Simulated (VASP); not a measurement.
Consider the following.

```xyz
8
Lattice="6.0466 0.0000 0.0000 0.0000 6.0466 0.0000 0.0000 0.0000 6.0466" Properties=species:S:1:pos:R:3 pbc="T T T"
Al     0.0900     5.9566     5.9566
Al     2.9333     3.1133     5.9566
Al     2.9333     5.9566     3.1133
Al     0.0900     3.1133     3.1133
Sb     1.5117     1.5117     1.5117
Sb     4.5350     4.5350     1.5117
Sb     4.5350     1.5117     4.5350
P      1.5117     4.5350     4.5350
```

All values below come from PBE GGA, VASP's PBE PAW potentials (set 64) (plane waves; VASP). Settings: 400 eV cut-off, 4×4×4 Γ-centred mesh, Gaussian smearing of 0.050 eV, potentials Al Sb P.

Unless said otherwise, spin-orbit coupling is left out, though it shifts the bands of the heavy elements here.

Q: What does the run give for the energy per atom (σ→0), band gap (on the k-mesh) with the smallest direct gap where there is one?

A: 
```yaml
band gap (on the k-mesh): 0.78 eV
smallest direct gap (on the k-mesh): 0.95 eV
energy per atom (σ→0): -4.325 eV/atom
```

The absolute energy has meaning only against runs of the same code, potentials and settings.

The structure was generated: Al4PSb3 was put into an ordered model structure (P-43m), which need not be its known phase. It was relaxed first.
